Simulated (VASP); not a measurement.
# A VASP study of TePt (r2SCAN): structure first, properties next, part 2 of 5

Aim: relax TePt with r2SCAN, compute its properties on that cell and hold them against experiment. The start is a cell from a database of measured crystal structures.

VASP 6.6.1; r2SCAN; plane waves and PAW (Te, Pt).

Still holding for the runs below: The k-mesh is coarse for a metal.

So far. Step 2 (Full relaxation (r2SCAN)): It ends with a largest force of 0.010 eV/Å and a pressure of -0.02 GPa. The volume lies +4.2 % from that of the database's start. The relaxed cell has a = 3.987, c = 20.564 Å (conventional setting).

The database entry behind the starting cell differs from later determinations by our own check (c about 0.8 % long), so it need not match the best structure at ambient conditions.

**3. Second relaxation**

A relaxation keeps the plane waves of the cell it began with, so it is repeated from the new cell, on a basis made for it.

Contents of INCAR:

```
SYSTEM = TePt
PREC = Accurate
ENCUT = 400
EDIFF = 1E-06
NELM = 100
ISMEAR = 0
SIGMA = 0.05
LREAL = .FALSE.
ALGO = Normal
METAGGA = R2SCAN
LASPH = .TRUE.
NBANDS = 22
LORBIT = 11
LWAVE = .FALSE.
LCHARG = .FALSE.
KPAR = 4
IBRION = 2
NSW = 60
ISIF = 3
EDIFFG = -0.01
```

Contents of POSCAR:

```
TePt
1.0
    1.9936112994      1.1510120204      6.8547338683
   -1.9936112994      1.1510120204      6.8547338683
    0.0000000000     -2.3020240408      6.8547338683
Te Pt
2 2
Direct
    0.5954934321      0.5954934321      0.5954934321
    0.4045065679      0.4045065679      0.4045065679
    0.8692535297      0.8692535297      0.8692535297
    0.1307464703      0.1307464703      0.1307464703
```

Contents of KPOINTS:

```
Automatic mesh
0
Gamma
6 6 6
0 0 0
```

The projector-augmented-wave data sets are Te and Pt (PBE family, release 64).

Run with:

```sh
mpirun -np 4 vasp_std
```

The program printed:

```text
[banner, memory and clock lines left out]
running    4 mpi-ranks, on    1 nodes
 distrk:  each k-point on    1 cores,    4 groups
 distr:  one band on    1 cores,    1 groups

 POSCAR found type information on POSCAR TePt
 POSCAR found :  2 types and       4 ions
 [... a notice as in an earlier step ...]

 LDA part: xc-table for (None), standard interpolation
 POSCAR, INCAR and KPOINTS ok, starting setup
 FFT: planning ... GRIDC
 FFT: planning ... GRID_SOFT
 FFT: planning ... GRID
 WAVECAR not read
 entering main loop
       N       E                     dE             d eps       ncg     rms          rms(c)
DAV:   1     0.814929755391E+01    0.81493E+01   -0.12481E+04  1408   0.107E+03
DAV:   2    -0.157300643242E+03   -0.16545E+03   -0.15362E+03  1698   0.219E+02
DAV:   3    -0.163863125650E+03   -0.65625E+01   -0.64621E+01  1716   0.448E+01
DAV:   4    -0.163952081884E+03   -0.88956E-01   -0.88911E-01  1700   0.579E+00
DAV:   5    -0.163953648628E+03   -0.15667E-02   -0.15667E-02  1708   0.726E-01    0.153E+01
DAV:   6    -0.155520322061E+03    0.84333E+01   -0.53080E+00  1582   0.185E+01    0.942E+00
DAV:   7    -0.155395799731E+03    0.12452E+00   -0.70677E-01  1468   0.839E+00    0.424E+00
DAV:   8    -0.155398683931E+03   -0.28842E-02   -0.10239E-01  1552   0.225E+00    0.125E+00
DAV:   9    -0.155390852826E+03    0.78311E-02   -0.32247E-02  1558   0.161E+00    0.277E-01
DAV:  10    -0.155391849998E+03   -0.99717E-03   -0.51415E-03  1642   0.398E-01    0.273E-01
DAV:  11    -0.155391961317E+03   -0.11132E-03   -0.12564E-04  1642   0.851E-02    0.137E-01
DAV:  12    -0.155391863410E+03    0.97907E-04   -0.20687E-04  1582   0.128E-01    0.248E-02
DAV:  13    -0.155391868322E+03   -0.49121E-05   -0.21976E-05  1624   0.264E-02    0.228E-02
DAV:  14    -0.155391868989E+03   -0.66658E-06   -0.41015E-07   992   0.432E-03
   1 F= -.15539187E+03 E0= -.15538856E+03  d E =-.155392E+03
 curvature:   0.00 expect dE= 0.000E+00 dE for cont linesearch  0.000E+00
 trial: gam= 0.00000 g(F)=  0.113E-04 g(S)=  0.172E-04 ort = 0.000E+00 (trialstep = 0.100E+01)
 search vector abs. value=  0.285E-04
 reached required accuracy - stopping structural energy minimisation
```

Wall time 58 s (4 MPI ranks of Intel Xeon 6975P-C (Granite Rapids), shared host); peak memory 1.4 GiB.

Parts of OUTCAR (step 3):

```text
  LATTYP: Found a trigonal (rhomboedric) cell.
 ALAT       =     7.2309536777
 COS(alpha) =     0.8479733205

The static configuration has the point symmetry D_3d.

 Found     32 irreducible k-points:

   ENCUT  =  400.0 eV  29.40 Ry    5.42 a.u.  11.79 11.79 11.79*2*pi/ulx,y,z

   NELECT =      32.0000    total number of electrons

 E-fermi :   7.7040

 k-point     1 :       0.0000    0.0000    0.0000
  band No.  band energies     occupation
    ...
      9       4.6022      2.00000
     10       4.6022      2.00000
     11       5.6394      2.00000
     12       5.6394      2.00000
     13       5.9230      2.00000
     14       8.4112      0.00000
     15       8.5308      0.00000
     16       8.5308      0.00000
     17       9.1565      0.00000
     18      10.6123      0.00000
    ...

 k-point     2 :       0.1667    0.0000    0.0000
  band No.  band energies     occupation
    ...
     10       4.2329      2.00000
     11       5.5683      2.00000
     12       5.6248      2.00000
     13       5.9561      2.00000
     14       6.7491      2.00000
     15       8.3257      0.00000
     16       8.4192      0.00000
     17       9.2305      0.00000
     18      10.0050      0.00000
     19      10.4260      0.00000
    ...

  Total        0.0005087      0.0005087      0.0377500      0.0000000      0.0000000      0.0000000
  in kB        0.0086359      0.0086359      0.6408633      0.0000000      0.0000000      0.0000000
  external PRESSURE =       0.2193784 kB  Pullay stress =       0.0000000 kB

 POSITION                                       TOTAL-FORCE (eV/Angst)
 -----------------------------------------------------------------------------------
      0.00000      0.00000     12.24585         0.000000     -0.000000     -0.004140
      0.00000      0.00000      8.31835         0.000000      0.000000      0.004140
      0.00000      0.00000     17.87550         0.000000      0.000000      0.009984
      0.00000      0.00000      2.68870         0.000000     -0.000000     -0.009984
 -----------------------------------------------------------------------------------
    total drift:                                0.000000     -0.000000      0.000000

  FREE ENERGIE OF THE ION-ELECTRON SYSTEM (eV)
  ---------------------------------------------------
  free  energy   TOTEN  =      -155.3918689888 eV

  energy  without entropy=     -155.3852608242  energy(sigma->0) =     -155.38856491

 total charge
# of ion       s       p       d       tot
------------------------------------------
    1        1.395   1.879   0.084   3.358
    2        1.395   1.879   0.084   3.358
    3        0.679   0.577   8.123   9.378
    4        0.679   0.577   8.123   9.378
--------------------------------------------------
tot          4.148   4.911  16.414  25.473

[... 5 parts as in an earlier step ...]

[... 7 further parts left out ...]
```

CONTCAR:

```
TePt
   1.00000000000000
     1.9936112993999999    1.1510120204000001    6.8547338683000003
    -1.9936112993999999    1.1510120204000001    6.8547338683000003
     0.0000000000000000   -2.3020240408000001    6.8547338683000003
  Te              Pt
     2     2
Direct
     0.5954934320999996    0.5954934320999996    0.5954934320999996
     0.4045065679000004    0.4045065679000004    0.4045065679000004
     0.8692535297000035    0.8692535297000035    0.8692535297000035
     0.1307464702999965    0.1307464702999965    0.1307464702999965
```

Little changed from the start: no atom moved by 0.005 Å and no cell edge by 0.1 %.

Numbers from this step:

```yaml
free_energy_toten: -155.3919 eV
energy_at_zero_smearing: -155.3886 eV
pressure: 0.02194 GPa
scf_cycles_over_all_ionic_steps: 14
```

It ends with a largest force of 0.010 eV/Å and a pressure of 0.02 GPa. The volume moved by under 0.01 %: the run met its threshold at the first step.

**4. Density, ELF and potential (r2SCAN)**

The relaxed cell gets a fresh self-consistent run, on a basis set for its own volume, to fix the density and to check the remaining stress.

Changes to INCAR since step 3:

```diff
@@ -14,7 +14,5 @@
 LWAVE = .FALSE.
-LCHARG = .FALSE.
-KPAR = 4
-IBRION = 2
-NSW = 60
-ISIF = 3
-EDIFFG = -0.01
+LCHARG = .TRUE.
+ISIF = 2
+LELF = .TRUE.
+LVHAR = .TRUE.
```

POSCAR is that of step 3.

KPOINTS is that of step 3.

Run with:

```sh
mpirun -np 4 vasp_std
```

The program printed:

```text
[banner, memory and clock lines left out]
running    4 mpi-ranks, on    1 nodes
 distrk:  each k-point on    4 cores,    1 groups
 distr:  one band on    1 cores,    4 groups

 POSCAR found type information on POSCAR TePt
 POSCAR found :  2 types and       4 ions
 [... a notice as in an earlier step ...]

 LDA part: xc-table for (None), standard interpolation
|                                                                             |
|           W    W    AA    RRRRR   N    N  II  N    N   GGGG   !!!           |
|           W    W   A  A   R    R  NN   N  II  NN   N  G    G  !!!           |
|           W    W  A    A  R    R  N N  N  II  N N  N  G       !!!           |
|           W WW W  AAAAAA  RRRRR   N  N N  II  N  N N  G  GGG   !            |
|           WW  WW  A    A  R   R   N   NN  II  N   NN  G    G                |
|           W    W  A    A  R    R  N    N  II  N    N   GGGG   !!!           |
|                                                                             |
|     The number of bands has been changed from the values supplied in        |
|     The orbitals not found in the WAVECAR file will be initialized with     |
|     random numbers, which is usually adequate. For correlated               |
|     calculations, however, you should redo the groundstate calculation.     |
|     I found NBANDS = 22. Now, NBANDS = 24.                                  |
|                                                                             |

 POSCAR, INCAR and KPOINTS ok, starting setup
 FFT: planning ... GRIDC
 FFT: planning ... GRID_SOFT
 FFT: planning ... GRID
 WAVECAR not read
 entering main loop
       N       E                     dE             d eps       ncg     rms          rms(c)
DAV:   1     0.264769653161E+01    0.26477E+01   -0.12218E+04  1536   0.978E+02
DAV:   2    -0.158116374229E+03   -0.16076E+03   -0.14890E+03  1872   0.209E+02
DAV:   3    -0.163882454013E+03   -0.57661E+01   -0.57014E+01  1912   0.402E+01
DAV:   4    -0.163952309695E+03   -0.69856E-01   -0.69836E-01  1816   0.487E+00
DAV:   5    -0.163953654801E+03   -0.13451E-02   -0.13451E-02  1936   0.637E-01    0.153E+01
DAV:   6    -0.155521553240E+03    0.84321E+01   -0.49094E+00  1688   0.169E+01    0.940E+00
DAV:   7    -0.155397394341E+03    0.12416E+00   -0.58441E-01  1608   0.769E+00    0.424E+00
DAV:   8    -0.155397899249E+03   -0.50491E-03   -0.92678E-02  1840   0.205E+00    0.120E+00
DAV:   9    -0.155390903702E+03    0.69955E-02   -0.29445E-02  1712   0.148E+00    0.245E-01
DAV:  10    -0.155391865977E+03   -0.96227E-03   -0.43989E-03  1808   0.337E-01    0.288E-01
DAV:  11    -0.155391947411E+03   -0.81434E-04   -0.82358E-05  1824   0.623E-02    0.161E-01
DAV:  12    -0.155391861597E+03    0.85813E-04   -0.20143E-04  1608   0.115E-01    0.632E-02
DAV:  13    -0.155391868222E+03   -0.66246E-05   -0.18758E-05  1784   0.237E-02    0.389E-02
DAV:  14    -0.155391867970E+03    0.25225E-06   -0.27596E-07  1024   0.349E-03
   1 F= -.15539187E+03 E0= -.15538856E+03  d E =-.660839E-02
```

Run time: 59 s. Hardware: 4 MPI ranks; peak memory 0.8 GiB.

From OUTCAR (step 4):

```text
The static configuration has the point symmetry D_3d.

 Found     32 irreducible k-points:

   k-points           NKPTS =     32   k-points in BZ     NKDIM =     32   number of bands    NBANDS=     24

   NELECT =      32.0000    total number of electrons

 E-fermi :   7.7036

 k-point     1 :       0.0000    0.0000    0.0000
  band No.  band energies     occupation
    ...
      9       4.6018      2.00000
     10       4.6018      2.00000
     11       5.6390      2.00000
     12       5.6390      2.00000
     13       5.9227      2.00000
     14       8.4109      0.00000
     15       8.5304      0.00000
     16       8.5304      0.00000
     17       9.1562      0.00000
     18      10.6118      0.00000
    ...

 k-point     2 :       0.1667    0.0000    0.0000
  band No.  band energies     occupation
    ...
     10       4.2325      2.00000
     11       5.5679      2.00000
     12       5.6245      2.00000
     13       5.9558      2.00000
     14       6.7487      2.00000
     15       8.3253      0.00000
     16       8.4188      0.00000
     17       9.2301      0.00000
     18      10.0046      0.00000
     19      10.4256      0.00000
    ...

  Total        0.0108545      0.0108545      0.0522384      0.0000000      0.0000000     -0.0000000
  in kB        0.1842714      0.1842714      0.8868255      0.0000000      0.0000000     -0.0000000
  external PRESSURE =       0.4184561 kB  Pullay stress =       0.0000000 kB

 POSITION                                       TOTAL-FORCE (eV/Angst)
 -----------------------------------------------------------------------------------
      0.00000      0.00000     12.24585         0.000000      0.000000     -0.002842
      0.00000      0.00000      8.31835         0.000000      0.000000      0.002842
      0.00000      0.00000     17.87550         0.000000     -0.000000      0.009688
      0.00000      0.00000      2.68870         0.000000      0.000000     -0.009688
 -----------------------------------------------------------------------------------
    total drift:                                0.000000     -0.000000      0.000000

  FREE ENERGIE OF THE ION-ELECTRON SYSTEM (eV)
  ---------------------------------------------------
  free  energy   TOTEN  =      -155.3918679697 eV

  energy  without entropy=     -155.3852595764  energy(sigma->0) =     -155.38856377

[... 8 parts as in an earlier step ...]

[... 5 further parts left out ...]
```

Numbers from this step:

* SCF cycles: 14
* bands: 24
* pressure: 0.04185 GPa

Valence electrons inside each PAW sphere by angular momentum. Sphere charges, by row:

```
atom  s (e)  p (e)  d (e)  tot (e)
 Te1  1.395  1.879  0.084    3.358
 Te2  1.395  1.879  0.084    3.358
 Pt3  0.679  0.577  8.123    9.378
 Pt4  0.679  0.577  8.123    9.378
```

Valence density in the ac plane of the conventional cell at fractional y = 0.333, with atoms of Te and Pt within 0.2 Å of it. It is the smooth field of the valence electrons, not physical close to the nuclei.

Ten steps, logarithmic in the rise over the least value, from '_' (-0.2 e/Å³) to '@' (3.1 e/Å³), each cell a mean:
```
==========++++**********++++
++++++++++******==__--******
++******++******************
++******++++++++++++++++++++
++********++++++++++++++++++
++++++++++********++++******
++++====++++****++--==******
==========++++++********++++
++++++++++==================
++******++++++============++
**********++++==========++++
++******++++++****####****++
++++++++++**##%%@@@@@@@@##**
++++++++++****##%%@@%%%%##**
++++++++++++++++++++++++++++
==++++++====================
++++++++++==================
++++++++++++++++******++++++
++++++++++**##%%@@@@@@%%##**
++++++++++**##%%@@@@@@%%##**
++******++++++++******++++++
**********++++==========++++
++******++++==============++
====++======================
```
Columns run along a (4.0 Å), rows up along c (20.6 Å), edges of the conventional cell, whose origin can differ from the input's. Atoms in or near the plane, at fractional coordinates: Te at (0.67, 0.93), Te at (0.67, 0.74), Pt at (0.67, 0.20), Pt at (0.67, 0.46).

ELF in the ac plane of the conventional cell at fractional y = 0.333, with atoms of Te and Pt within 0.2 Å of it. It is the smooth field of the valence electrons, not physical close to the nuclei.

Values, 24 rows by 14 columns, each cell a mean:
```
0.26 0.11 0.06 0.09 0.22 0.47 0.71 0.84 0.88 0.89 0.89 0.85 0.75 0.55
0.50 0.28 0.20 0.24 0.45 0.69 0.80 0.80 0.71 0.63 0.68 0.79 0.81 0.74
0.38 0.32 0.32 0.32 0.36 0.50 0.64 0.70 0.68 0.65 0.67 0.70 0.66 0.55
0.28 0.32 0.34 0.33 0.29 0.25 0.23 0.22 0.22 0.22 0.22 0.22 0.23 0.25
0.29 0.31 0.33 0.32 0.29 0.28 0.29 0.31 0.32 0.32 0.32 0.31 0.30 0.28
0.42 0.32 0.31 0.31 0.39 0.56 0.70 0.74 0.69 0.64 0.67 0.73 0.72 0.61
0.49 0.25 0.16 0.21 0.43 0.69 0.81 0.82 0.75 0.69 0.73 0.81 0.82 0.74
0.20 0.10 0.08 0.09 0.17 0.37 0.60 0.77 0.84 0.86 0.85 0.79 0.65 0.44
0.36 0.48 0.53 0.50 0.38 0.25 0.15 0.14 0.19 0.22 0.20 0.15 0.14 0.21
0.60 0.69 0.72 0.70 0.63 0.48 0.28 0.10 0.04 0.02 0.03 0.09 0.22 0.42
0.43 0.48 0.51 0.49 0.44 0.35 0.24 0.13 0.08 0.07 0.08 0.12 0.20 0.32
0.27 0.29 0.30 0.29 0.27 0.27 0.26 0.26 0.28 0.29 0.28 0.27 0.26 0.27
0.27 0.22 0.20 0.21 0.26 0.31 0.33 0.17 0.06 0.04 0.05 0.14 0.30 0.32
0.47 0.51 0.51 0.51 0.48 0.41 0.36 0.28 0.22 0.21 0.21 0.26 0.34 0.39
0.59 0.67 0.70 0.69 0.61 0.48 0.33 0.26 0.26 0.28 0.27 0.26 0.31 0.44
0.27 0.34 0.38 0.36 0.29 0.19 0.11 0.06 0.04 0.04 0.04 0.05 0.09 0.16
0.35 0.44 0.47 0.45 0.37 0.25 0.15 0.08 0.07 0.07 0.07 0.08 0.12 0.22
0.60 0.67 0.69 0.68 0.62 0.49 0.36 0.30 0.31 0.33 0.32 0.30 0.33 0.45
0.42 0.44 0.43 0.44 0.43 0.38 0.35 0.24 0.15 0.13 0.14 0.21 0.33 0.37
0.26 0.21 0.19 0.20 0.25 0.30 0.32 0.21 0.11 0.10 0.10 0.18 0.30 0.31
0.29 0.31 0.33 0.32 0.29 0.27 0.24 0.23 0.25 0.26 0.25 0.23 0.24 0.26
0.48 0.54 0.57 0.55 0.49 0.39 0.25 0.12 0.07 0.05 0.06 0.11 0.21 0.35
0.60 0.69 0.72 0.70 0.62 0.46 0.26 0.09 0.04 0.02 0.03 0.08 0.20 0.40
0.27 0.37 0.42 0.39 0.29 0.19 0.16 0.23 0.32 0.36 0.33 0.25 0.18 0.17
```
Columns run along a (4.0 Å), rows up along c (20.6 Å), edges of the conventional cell, whose origin can differ from the input's. Atoms in or near the plane, at fractional coordinates: Te at (0.67, 0.93), Te at (0.67, 0.74), Pt at (0.67, 0.20), Pt at (0.67, 0.46).

Electrostatic potential energy in the ac plane of the conventional cell at fractional y = 0.333, with atoms of Te and Pt within 0.2 Å of it. With pseudopotentials it is smooth inside the atoms' cores, unlike the true potential.

Ten even steps from '0' (-72 eV) to '9' (4 eV), each cell a mean:
```
99999997655789
99999850000048
99999985433579
99999999999999
99999999999999
99999974212368
99999861000158
99999998777899
99999999999999
98889999999999
99899999999999
99999998878899
99999973101368
99999986434579
99889999999999
99999999999999
99999999999999
98889999999999
99999974322479
99999974212469
99999999989999
99889999999999
99889999999999
99999999999999
```
Columns run along a (4.0 Å; values clipped at the 3rd and 97th percentile), rows up along c (20.6 Å), edges of the conventional cell, whose origin can differ from the input's. Atoms in or near the plane, at fractional coordinates: Te at (0.67, 0.93), Te at (0.67, 0.74), Pt at (0.67, 0.20), Pt at (0.67, 0.46).

In this run the pressure is 0.04 GPa, small enough to go on.

(Part 2 of 5 ends here.)

[Lines on the potential files, build, host, timing and source positions are cut from VASP's logs without a mark.]

[Logs are printed without paths, hosts, clocks, repeated set-up lines and the standing remarks that a program may print on its own settings, such as how far it seeks lower states.]

[Hosts, paths, dates, database ids (printed as entryN), source tags and the programs' standing remarks are cut or masked in the printed files.]

[A measured line is paired with the nearest computed mode of its activity, which favours agreement.]
